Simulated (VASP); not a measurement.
Computed with vdW-DF2, VASP's PBE PAW potentials (set 64) (plane waves; VASP 6.6.1).

VASP input:

**POSCAR**
```
NaCl
1.0
  0.0000000000   2.8200000000   2.8200000000
  2.8200000000   0.0000000000   2.8200000000
  2.8200000000   2.8200000000   0.0000000000
Na Cl
1 1
Cartesian
  0.0000000000   0.0000000000   0.0000000000
  2.8200000000   2.8200000000   2.8200000000
```

**KPOINTS**
```
Automatic mesh
0
Gamma
7 7 7
0 0 0
```

**INCAR**
```
# general
SYSTEM   = NaCl
PREC     = Accurate
ENCUT    = 520   # plane-wave cut-off (eV)
LREAL    = F   # projection in real space or not
LASPH    = T   # aspherical one-centre terms

# electronic loop
EDIFF    = 1E-6
NELM     = 100   # most electronic steps
ALGO     = Normal   # blocked Davidson

# smearing
ISMEAR   = 0
SIGMA    = 0.05   # width (eV)

# functional
GGA      = ML
LUSE_VDW = T
AGGAC    = 0.0
ZAB_VDW  = -1.8867

# ions
IBRION   = 2   # conjugate gradients
NSW      = 60   # most ionic steps
ISIF     = 3
EDIFFG   = -0.01

# output
LWAVE    = F
LCHARG   = F
```

POTCAR, in this order: Na_pv Cl (PBE.64 set). Program: vasp_std.

What VASP printed:

OSZICAR:
```
       N       E                     dE             d eps       ncg     rms          rms(c)
DAV:   1     0.102031513206E+03    0.10203E+03   -0.73333E+03   440   0.129E+03
DAV:   2     0.532224189865E+01   -0.96709E+02   -0.90661E+02   498   0.287E+02
DAV:   3    -0.355719106172E+01   -0.88794E+01   -0.88247E+01   539   0.855E+01
DAV:   4    -0.374021025403E+01   -0.18302E+00   -0.18284E+00   491   0.136E+01
DAV:   5    -0.374432803225E+01   -0.41178E-02   -0.41174E-02   608   0.204E+00    0.228E+00
DAV:   6    -0.346439174965E+01    0.27994E+00   -0.61215E-01   500   0.493E+00    0.154E+00
DAV:   7    -0.343692681333E+01    0.27465E-01   -0.11010E-01   504   0.232E+00    0.121E+00
DAV:   8    -0.343347786278E+01    0.34490E-02   -0.10241E-02   446   0.130E+00    0.198E-01
DAV:   9    -0.343344400680E+01    0.33856E-04   -0.57183E-04   607   0.199E-01    0.751E-02
DAV:  10    -0.343349325726E+01   -0.49250E-04   -0.14003E-04   455   0.163E-01    0.179E-02
DAV:  11    -0.343349476099E+01   -0.15037E-05   -0.49392E-06   518   0.374E-02    0.881E-03
DAV:  12    -0.343349512035E+01   -0.35936E-06   -0.56764E-07   329   0.114E-02
   1 F= -.34334951E+01 E0= -.34334951E+01  d E =-.343350E+01
       N       E                     dE             d eps       ncg     rms          rms(c)
DAV:   1    -0.344082103503E+01   -0.73263E-02   -0.14457E-01   494   0.589E+00    0.533E-01
DAV:   2    -0.343523353687E+01    0.55875E-02   -0.10010E-02   494   0.108E+00    0.208E-01
DAV:   3    -0.343435876308E+01    0.87477E-03   -0.19328E-03   500   0.528E-01    0.102E-01
DAV:   4    -0.343424795752E+01    0.11081E-03   -0.58160E-05   572   0.102E-01    0.133E-02
DAV:   5    -0.343424570116E+01    0.22564E-05   -0.66762E-06   461   0.245E-02    0.779E-03
DAV:   6    -0.343424536435E+01    0.33681E-06   -0.32445E-07   238   0.941E-03
   2 F= -.34342454E+01 E0= -.34342454E+01  d E =-.750244E-03
       N       E                     dE             d eps       ncg     rms          rms(c)
DAV:   1    -0.343579779267E+01   -0.15521E-02   -0.30792E-02   494   0.271E+00    0.247E-01
DAV:   2    -0.343460090934E+01    0.11969E-02   -0.21456E-03   494   0.499E-01    0.958E-02
DAV:   3    -0.343441846130E+01    0.18245E-03   -0.40958E-04   500   0.243E-01    0.475E-02
DAV:   4    -0.343439533829E+01    0.23123E-04   -0.12373E-05   574   0.476E-02    0.615E-03
DAV:   5    -0.343439499009E+01    0.34820E-06   -0.12843E-06   247   0.114E-02
   3 F= -.34343950E+01 E0= -.34343950E+01  d E =-.899870E-03
```

OUTCAR:
```
------------------------ aborting loop because EDIFF is reached ----------------------------------------
  FORCE on cell =-STRESS in cart. coord.  units (eV):
  Direction    XX          YY          ZZ          XY          YZ          ZX
  --------------------------------------------------------------------------------------
  Total        0.0156249      0.0156249      0.0156249     -0.0000000      0.0000000      0.0000000
  in kB        0.5512203      0.5512203      0.5512203     -0.0000000      0.0000000      0.0000000
  external PRESSURE =       0.5512203 kB  Pullay stress =       0.0000000 kB
  volume of cell :       45.42
      direct lattice vectors                 reciprocal lattice vectors
    -0.000000000  2.831768954  2.831768954    -0.176568077  0.176568077  0.176568077
     2.831768954 -0.000000000  2.831768954     0.176568077 -0.176568077  0.176568077
     2.831768954  2.831768954  0.000000000     0.176568077  0.176568077 -0.176568077
  FREE ENERGIE OF THE ION-ELECTRON SYSTEM (eV)
  ---------------------------------------------------
  free  energy   TOTEN  =        -3.4343949901 eV

  energy  without entropy=       -3.4343949901  energy(sigma->0) =       -3.43439499

 reached required accuracy - stopping structural energy minimisation
```
(Selected blocks of OUTCAR.)

CONTCAR:
```
NaCl
   1.00000000000000
    -0.0000000000000000    2.8317689539782518    2.8317689539782518
     2.8317689539782518   -0.0000000000000000    2.8317689539782518
     2.8317689539782518    2.8317689539782518    0.0000000000000000
  Na              Cl
     1     1
Direct
     0.0000000000000000    0.0000000000000000    0.0000000000000000
     0.5000000000000000    0.5000000000000000    0.5000000000000000
```

The compound is NaCl in the rock salt structure. This run relaxes it. Symmetry was kept, so distortions that lower it aren't found.
